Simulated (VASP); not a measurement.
```
Ni
1.0
    0.00000     1.70948     1.70948
    1.70948     0.00000     1.70948
    1.70948     1.70948     0.00000
Ni
1
Direct
  0.00000   0.00000   0.00000
```

Level of theory: LDA (Ceperley-Alder, Perdew-Zunger) with spin-orbit coupling, VASP's LDA PAW potentials (set 64) (plane waves; VASP). Run with 400 eV cut-off, 16×16×16 Γ-centred mesh, Gaussian smearing of 0.050 eV, potentials Ni. Starting moments (MAGMOM): 0 0 0.6.

Problem. The job: Ni (fcc), 1 atom, LDA+SOC, static run, 400 eV, 16×16×16 Γ-centred mesh. Roughly how much core time does it take on a busy server core?

Solution. About 80 core-seconds (one run on a shared machine, a rough figure). It had 554 irreducible k-points, 18 bands, up to 380 plane waves and 13 electronic steps.

The compound is Ni in the fcc structure. It was relaxed first, which changed the volume by -8 %.
